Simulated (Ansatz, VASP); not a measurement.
## Li5Mg: VASP beside Ansatz

Contents of INCAR:

```
  ALGO = Normal
  EDIFF = 1E-6
  ENCUT = 520
  ISIF = 2
  ISMEAR = 1
  LASPH = True
  LCHARG = True
  LELF = True
  LREAL = False
  LVHAR = True
  LWAVE = False
  NBANDS = 18
  NELM = 80
  PREC = Accurate
  SIGMA = 0.15
```

The input KPOINTS:

```
k-points
0
Gamma
  3 3 3
```

File POSCAR:

```
Li5Mg
1.0
    5.2741255200      0.0000000000      0.0000000000
   -2.6370627600      4.5675266831      0.0000000000
    0.0000000000      0.0000000000      5.0531989800
Li Mg
5 1
Direct
    0.3322508100      0.0000000000      0.0000000000
    0.0000000000      0.3322508100      0.0000000000
    0.6677491900      0.6677491900      0.0000000000
    0.6666666667      0.3333333333      0.5000000000
    0.3333333333      0.6666666667      0.5000000000
    0.0000000000      0.0000000000      0.5000000000
```

Input for Ansatz:

```yaml
crystal:
  lattice:
    a: 5.27412552
    b: 5.27412552
    c: 5.05319898
    alpha: 90.0
    beta: 90.0
    gamma: 120.0
  space_group: 189
  atoms:
    - { symbol: Li, position: [0.33225081, 0.0, 0.0] }
    - { symbol: Li, position: [0.6666666666666666, 0.3333333333333333, 0.5] }
    - { symbol: Mg, position: [0.0, 0.0, 0.5] }
basis:
  ecutwfc: 475.0
kpoints:
  mp_grid:
    grid: [3, 3, 3]
    shift: [0.0, 0.0, 0.0]
hamiltonian:
  xc: lda
scf:
  max_iter: 100
  occupations:
    method: methfessel_paxton
    width: 0.15
output:
  forces: true
  stress: true
```

The cell comes from a database or a generator and needn't be the stable form of this composition.

Alike in both runs: task single point; functional LDA; k mesh 3 × 3 × 3; occupations methfessel-paxton of order 1, width 0.15 eV; no spin polarisation.

```csv
,VASP,Ansatz
version,VASP 6.6.1,Ansatz 0.2.0
potentials or method,"VASP PAW LDA potentials, release 64 (Li_sv, Mg)","plane waves, PAW"
plane-wave cutoff (eV),520,475
valence electrons in the cell,17,25
```

VASP gave:

- rms of the force components (eV/Å): 0.012

Question: Which values does Ansatz return?

Answer: rms of the force components (eV/Å): 0.011.

Atom by atom the forces differ by 0.000 eV/Å (rms over components). The two sets of potentials don't hold the same shells in valence.

Caveats: the k mesh is coarse (spacing up to 0.46 Å⁻¹), so the values aren't converged.
